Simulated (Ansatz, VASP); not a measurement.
# Cross-check of LuBi between VASP and Ansatz, part 2 of 2

Wanted: the spread between two codes on one cell, functional and k mesh. The cell is taken from a series of runs on this material, whose earlier steps may have relaxed, scaled, displaced or heated it; both programs get it as it stands.

VASP 6.6.1 and Ansatz 0.2.0.

So far. Step 2 (VASP: zone-centre phonons, PBEsol): The data set Lu_3 holds the 4f electrons frozen in the core, so no f bands or f moments appear.

### Step 3. Ansatz: zone-centre phonons, PBEsol

Level of this step: Ansatz beside VASP: Kohn-Sham DFT, plane waves, PBEsol (Ansatz).

Ansatz runs on its PAW soft_1 files.

The same cell, functional, mesh and smearing now go to Ansatz, which takes its cutoff from its data sets.

input.yaml reads:

```yaml
crystal:
  lattice:
    - [0.0, 3.0669197206, 3.0669197206]
    - [3.0669197206, 0.0, 3.0669197206]
    - [3.0669197206, 3.0669197206, 0.0]
  atoms:
    - { symbol: Lu, position: [0.5, 0.5, 0.5] }
    - { symbol: Bi, position: [0.0, 0.0, 0.0] }
kpoints:
  mp_grid: { grid: [12, 12, 12] }
hamiltonian:
  xc: pbesol
  pseudopotentials: { kind: paw, azcp: { folder: soft_1 }, xc_functional: pbe }
scf:
  occupations: { method: methfessel_paxton, width: 0.2 }
output:
  eigenvalues: true
phonons:
  method: dfpt
```

On the command line:

```
$ ansatz run input.yaml --threads 4 --pin off --max-ram 10240MiB --backend cpu --events-out ev --progress --plain --runs-dir out
```

Numbers of over 12 decimals in the logs are rounded to 6 here.

The log of the run:

```text
Engine: ansatz 0.2.0, aarch64-unknown-linux-gnu
Pseudopotentials: kind: paw
Pseudopotential: Lu, paw, valence charge 25, recommended cutoff 420 eV (normal), soft_1/Lu.paw.azcp
Pseudopotential: Bi, paw, valence charge 15, recommended cutoff 420 eV (normal), soft_1/Bi.paw.azcp
Functional definition: PBEsol
  exchange = pbesol_x
  correlation = pbesol_c
Crystal: 2 atoms, lattice volume = 57.695 Å³
Basis set: ecut = 420 eV, 1139 PW (Γ), exchange–correlation on 60×60×60 points (8 copies of the dense FFT grid, shifted against one another)
Bands: 24, of which v1, the nominal top of the filled ones, is band 20 counted from 1 (19 counted from 0)
Symmetry: 48 space group operations
k-points: 163 of 1728 (irreducible under 8 space group operations, time reversal used)
Non-local potential: Lu, projectors of the file, l = 0: 3, l = 1: 2, l = 2: 2, l = 3: 3
Non-local potential: Bi, projectors of the file, l = 0: 2, l = 1: 2, l = 2: 2, l = 3: 1
PAW form: soft (Blöchl's): semilocal exchange-correlation on the pseudo side does not see the compensation charge
PAW frozen core: Lu, regenerated for the run's functional, and the local potential with it (the file was generated under x = pbe(κ = 0.804, μ = 0.219515), c = pbe(β = 0.066725))
PAW frozen core: Bi, regenerated for the run's functional, and the local potential with it (the file was generated under x = pbe(κ = 0.804, μ = 0.219515), c = pbe(β = 0.066725))
PAW one-centre angular grid: Lu, 590 points (default); XC on 64 Gauss nodes
PAW one-centre angular grid: Bi, 590 points (default); XC on 64 Gauss nodes
Initial density: superposition of atomic densities (chi_scale 0.1, normalization cell, long waves kept (reshape's long-wave potential 0.00 eV rms))
Initial wavefunctions: pseudopotential atomic-orbital guess
Functional: x = pbesol(κ = 0.804, μ = 0.123457), c = pbesol(β = 0.046)
SCF iter   1: F=—  HF=-26858.665245 eV  |F-HF|=—  |Δ(HF+E_count)|=         —  Δρ=4.86e-2  dr2=1.74e0  ethr=3.10e-3  ⟨swp⟩=5.1  Hψ=18803  notcnv=0
preconditioner: auto → Kerker (q_TF=auto, 2.567 Å⁻¹)  [metal: Δε(μ)=0.031 eV  Ē_g=15.872 eV  σ=0.200 eV  W_gap=0.13  n_scr=14 (ndim 8)  ℏωp=30.1 eV  f_vac=0.000  D(μ)=0.49/eV (n_scr^D=0)]
SCF iter   2: F=—  HF=-26858.229968 eV  |F-HF|=—  |Δ(HF+E_count)|=   4.35e-1  S|Δr|=    0.00e0  Δρ=2.12e-2  dr2=3.41e-1  ethr=3.10e-3  ⟨swp⟩=3.9  Hψ=9599  notcnv=0
SCF iter   3: F=—  HF=-26858.163528 eV  |F-HF|=—  |Δ(HF+E_count)|=   6.64e-2  S|Δr|=    0.00e0  Δρ=1.53e-2  dr2=1.34e-1  ethr=8.53e-4  ⟨swp⟩=3.1  Hψ=10010  notcnv=0
SCF iter   4: F=—  HF=-26858.071605 eV  |F-HF|=—  |Δ(HF+E_count)|=   9.19e-2  S|Δr|=    0.00e0  Δρ=4.32e-3  dr2=6.34e-3  ethr=3.36e-4  ⟨swp⟩=3.3  Hψ=10185  notcnv=0  defer=1
SCF iter   5: F=—  HF=-26858.081958 eV  |F-HF|=—  |Δ(HF+E_count)|=   1.04e-2  S|Δr|=    0.00e0  Δρ=1.70e-3  dr2=1.14e-3  ethr=1.59e-5  ⟨swp⟩=2.6  Hψ=8735  notcnv=0
SCF iter   6: F=—  HF=-26858.081584 eV  |F-HF|=—  |Δ(HF+E_count)|=   3.74e-4  S|Δr|=    0.00e0  Δρ=4.18e-4  dr2=9.79e-5  ethr=2.86e-6  ⟨swp⟩=2.1  Hψ=6920  notcnv=0
SCF iter   7: F=—  HF=-26858.081650 eV  |F-HF|=—  |Δ(HF+E_count)|=   6.56e-5  S|Δr|=    0.00e0  Δρ=1.43e-4  dr2=1.74e-5  ethr=2.45e-7  ⟨swp⟩=2.7  Hψ=7038  notcnv=0
SCF iter   8: F=—  HF=-26858.081643 eV  |F-HF|=—  |Δ(HF+E_count)|=   6.60e-6  S|Δr|=    0.00e0  Δρ=2.96e-5  dr2=8.94e-7  ethr=4.36e-8  ⟨swp⟩=2.2  Hψ=7245  notcnv=0
SCF iter   9: F=—  HF=-26858.081649 eV  |F-HF|=—  |Δ(HF+E_count)|=   5.76e-6  S|Δr|=    0.00e0  Δρ=9.88e-6  dr2=6.58e-8  ethr=2.23e-9  ⟨swp⟩=2.2  Hψ=6840  notcnv=0
SCF iter  10: F=—  HF=-26858.081649 eV  |F-HF|=—  |Δ(HF+E_count)|=   9.16e-9  S|Δr|=    0.00e0  Δρ=1.74e-6  dr2=1.16e-9  ethr=1.64e-10  ⟨swp⟩=2.5  Hψ=7921  notcnv=0
SCF iter  11: F=—  HF=-26858.081649 eV  |F-HF|=—  |Δ(HF+E_count)|=  1.67e-10  S|Δr|=    0.00e0  Δρ=1.70e-7  dr2=1.75e-11  ethr=2.90e-12  ⟨swp⟩=2.7  Hψ=7854  notcnv=0
SCF iter  12: F=-26858.081649 eV  HF=-26858.081649 eV  |F-HF|=0.00e0  |Δ(HF+E_count)|=    0.00e0  S|Δr|=    0.00e0  Δρ=3.29e-8  dr2=4.66e-13  ethr=1.00e-12  ⟨swp⟩=8.3  Hψ=26588  notcnv=0
SCF 1 converged in 12 iterations: F = -26858.081649 eV  dr2 = 4.66e-13
  greatest PAW one-centre occupation: 0.998 electrons in one spin orbital (limit 2), on the Lu atom at site 0 (counted from 0), in its partial waves of l = 0
DFPT response loops at Γ: preconditioner auto → Kerker (q_TF=auto, 2.567 Å⁻¹) (partly filled bands, converged f_vac=0.000); β = 1.00, the filter's whole step (`scf.mixing.beta` (0.50) is not read by the response loops under this deck's `scf.mixing.preconditioner`; to damp them name `kerker` or `kerker_dos`, under which they read `scf.mixing.beta`, and type it under 1.00, their step now; both keys bind the ground state too); Broyden in place of MSR1
SCF converged after 12 iterations
Stability not checked: this state was not tested for a lower state beside it, because cold or Methfessel-Paxton smearing, or corrected tetrahedra, fill the levels in a way that the test cannot read (fill_not_monotonic; see scf.lower_state_search)
Free energy (F): -26858.081649 eV
Harris-Foulkes:  -26858.081649 eV  (|F-HF|=0.00e0)
Internal energy: -26858.082177 eV  (E = F + TS)
E sigma→0 (E₀):  -26858.081781 eV
Entropy (-TS):   0.000528 eV (0.264 meV/atom)
Fermi energy:    13.078541 eV
Step filling:    the computed levels leave a gap of 0.0000 eV = 0.0 smearing widths at the electron count; against every level under it full and every level over it empty, smearing changes F+E_penalty+E_count by +0.053 meV and its σ→0 estimate by -0.079 meV
--- Per-component energies (eV) ---
  E_band       = -87.588696
  E_kinetic    = 677.144567
  E_local      = -8404.817676  (includes V_loc(G=0)·N_el)
  E_nonlocal   = 1095.179187
  E_hartree    = 3476.262361
  E_xc         = -356.414359
  E_vxc        = -382.994008  (∫ρ·V_xc dr)
  E_paw        = -17812.977273  (= ΣΔE_a)
  E_vpaw       = -24.625660  (= ΣTr[D̂ρ^β])
  E_aug_tail   = 0.000172  (compensation charges beyond the density's cutoff)
  E_ewald      = -5533.740834
  E_core_change = 1.281679  (= ΣΔE_core)
  E_smearing   = 0.000528  (= −TS)
  E_closure    = -0.000000  (closes the sum)
  Σ components = -26858.081649   (vs F -26858.081649, Δ=0.00e0)
--- Band table (eV; the first three rows and the last of 163) ---
  k-point 0: bands = [... 16 lower, 7.6021, 14.0828, 14.0828, 14.0828, 14.2596, 14.2596, 14.2596, 15.1201]
  k-point 1: bands = [... 16 lower, 7.6022, 12.8679, 13.4622, 13.4622, 14.4477, 14.4477, 14.4837, 15.7383]
  k-point 2: bands = [... 16 lower, 7.6024, 11.4529, 12.7134, 12.7134, 14.5129, 14.6801, 14.6801, 16.7927]
  k-point 162: bands = [... 16 lower, 7.6083, 10.2753, 10.2753, 10.3347, 15.4133, 15.4968, 15.4968, 16.7907]
--- Phonons (Γ-DFPT): 2 representative perturbations + reference, on 163 of 1728 k-points (Σ response iterations 6) ---
  k mesh reduced under 8 symmetry operations, with k and −k counted as one. Each operation leaves every solved perturbation unchanged. A smaller set is not used because it would not reduce the number of displacements times k-points to solve
  ASR residual: 8.368e-5 → 0.000e0 eV/Å²; symmetrization residual: 7.728e-6 eV/Å²
  ASR residual per site (eV/Å²): 8.37e-5 2.55e-6
  Γ frequencies (cm⁻¹): 0.00 0.00 0.00 118.81 118.81 118.81
  non-analytic LO–TO correction: not included (Born effective charges unavailable; polar crystals: no LO–TO splitting at Γ)
```

In the SCF lines HF is the Harris–Foulkes energy and dr2 the Hartree energy of the density residual, in eV; the loop may stop once dr2 is under the threshold and the program's other checks hold. Hψ counts applications of the Hamiltonian.

### Step 4. Side by side

Known differences besides the potentials themselves: the data sets hold 40 valence electrons in Ansatz (on its PAW soft_1 files) and 24 in VASP; the cutoff is 420 eV in Ansatz and 500 eV in VASP; Ansatz makes its cores anew for this functional, VASP keeps those of its PBE data sets. Total energies have different zeros and are not compared.

The two programs side by side:

```
                  quantity  Ansatz   VASP  difference
optical mode 1 to 3 (cm⁻¹)   118.8  117.1     +1.47 %
```

Modes are paired by rising frequency, not by their patterns, so a pair may set unlike modes beside each other; they are those without the splitting of longitudinal modes.

### Step 5. What came out

```
r.m.s. difference of the optical zone-centre modes, each program's sorted by frequency (zone-centre phonons, PBEsol) : 1.7 cm⁻¹
difference in optical mode 1 to 3 (zone-centre phonons, PBEsol)                                                      : +1.5 %
```

**Reading.** The r.m.s. difference of the optical zone-centre modes, each program's sorted by frequency is 1.7 cm⁻¹ (zone-centre phonons, PBEsol). The data sets hold unlike numbers of valence electrons (40 in Ansatz and 24 in VASP), so part of the differences comes from the potentials. Among the rows given in per cent, the largest difference of the zone-centre phonons, PBEsol pair is in optical mode 1 to 3, +1.5 %. Such differences can come from data sets, numerical settings and the points named under the comparisons, not from the functional's error against experiment.

[Lines on the potential files, build, host, timing and source positions are cut from VASP's logs without a mark.]

[Logs are printed without paths, hosts, clocks, repeated set-up lines and the standing remarks that a program may print on its own settings, such as how far it seeks lower states.]

[Hosts, paths, dates, database ids (printed as entryN), source tags and the programs' standing remarks are cut or masked in the printed files.]
